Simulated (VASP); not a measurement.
Set up this calculation in VASP 6.6.1, as the native input.

```yaml
Task: relaxation of cell and atoms
Functional: PBE
Potentials_or_basis: VASP PAW PBE potentials, release 64 (Si, Sb, Te)
Cutoff: 520 eV
k_mesh: 4 × 4 × 4
Occupations: gaussian, width 0.15 eV
Spin: no spin polarisation
Further_INCAR_settings: PREC = Normal; ALGO = Fast; EDIFF = 0.0001; IBRION = 2; EDIFFG = -0.08; NSW = 24; ISIF = 3
```

The structure of Si2Sb2Te lies in POSCAR:

```
Si2Sb2Te
1.0
   -2.0250000000      6.0500000000      2.8500000000
    2.0250000000     -6.0500000000      2.8500000000
    2.0250000000      6.0500000000     -2.8500000000
Si Sb Te
2 2 1
Direct
    0.6667000000      0.0000000000      0.6667000000
    0.3333000000      0.0000000000      0.3333000000
    0.0833000000      0.2500000000      0.8333000000
    0.4167000000      0.2500000000      0.1667000000
    0.7500000000      0.2500000000      0.5000000000
```

The cell was built by a generator and needn't be a form met in nature.

These files were run (other wordings do the same):

INCAR

```
SYSTEM = Si2Sb2Te
PREC     = Normal         ! precision mode
ENCUT    = 520            ! plane-wave cutoff, eV
EDIFF    = 1E-4           ! SCF threshold, eV
ISMEAR   = 0              ! smearing method
SIGMA    = 0.15           ! smearing width, eV
LREAL    = .FALSE.        ! projectors in reciprocal space
LASPH    = .TRUE.         ! aspherical terms in the spheres
NELM     = 60             ! most SCF steps
ALGO     = Fast           ! electronic algorithm
ISIF     = 3              ! what is computed and relaxed
LWAVE    = .FALSE.        ! write WAVECAR
LCHARG   = .FALSE.        ! write CHGCAR
GGA      = PE             ! functional
IBRION   = 2              ! ionic algorithm
NSW      = 24             ! ionic steps
EDIFFG   = -0.08          ! ionic threshold
```

KPOINTS

```
Automatic mesh
0
G
  4 4 4
  0 0 0
```

Potentials or basis: VASP PAW PBE potentials, release 64 (Si, Sb, Te).

Run with:

```console
$ cat potpaw_PBE.64/Si/POTCAR potpaw_PBE.64/Sb/POTCAR potpaw_PBE.64/Te/POTCAR > POTCAR
$ mpirun -np 1 vasp_std > vasp.out
```

Results of the run:

```
Relaxed volume                         : 30.80 Å³/atom
Relaxed cell                           : a = 7.164 Å, b = 7.164 Å, c = 7.164 Å, α = 146.30°, β = 61.36°, γ = 130.34°
Space group after relaxing (to 0.05 Å) : Imm2 (No. 44)
Energy gained by relaxing              : 163.4 meV/atom
Ionic steps                            : 13
Pressure after relaxing                : 0.1 GPa
Largest force after relaxing           : 0.042 eV/Å
Band gap on the k mesh                 : 0.26 eV, indirect (least direct gap 0.40 eV)
```

Caveat: the k mesh is coarse (spacing up to 0.48 Å⁻¹), so the values aren't converged; spin-orbit coupling is left out, which moves the levels of the heavy elements; the relaxation stopped at a loose force limit of 0.08 eV/Å, so its end isn't a converged minimum.

Wall time 96 s on 1 thread of Intel(R) Xeon(R) 6975P-C (Granite Rapids), with other jobs on the host, peak memory 0.27 GiB.
